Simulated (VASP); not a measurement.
```
CELL_PARAMETERS angstrom
      0.00000     2.84399     2.84399
      2.84399     0.00000     2.84399
      2.84399     2.84399     0.00000
ATOMIC_POSITIONS crystal
  Al 0.00000 0.00000 0.00000
  As 0.25000 0.25000 0.25000
```

Level of theory: AM05 GGA, VASP's PBE PAW potentials (set 64) (plane waves; VASP). Run with 520 eV cut-off, Gaussian smearing of 0.050 eV, potentials Al As.

Q: Give the energies of bands 2 to 7 at the high-symmetry points, in eV from the valence-band maximum.

A: 
| band | Γ | X | U | L | W |
|---|---|---|---|---|---|
| 2 | 0.00 | -5.38 | -5.12 | -5.51 | -5.04 |
| 3 | 0.00 | -2.15 | -3.37 | -0.82 | -3.14 |
| 4 | 0.00 | -2.15 | -1.78 | -0.82 | -2.79 |
| 5 | 1.93 | 1.41 | 2.21 | 2.08 | 4.29 |
| 6 | 4.24 | 2.27 | 4.92 | 4.63 | 5.56 |
| 7 | 4.24 | 10.18 | 8.07 | 4.63 | 5.62 |

The gap is indirect, 1.41 eV, from the valence maximum at Γ to the conduction minimum at X.

Measured: gap 2.28 eV (computed value off by -0.87 eV), as given by Wei Chen et al., Physical Review Materials (2018), doi:10.1103/physrevmaterials.2.073803 [zero-point renormalisation of 0.04 eV added back (the table's ZPR column)].

The compound is AlAs in the zinc blende structure. It was relaxed first.
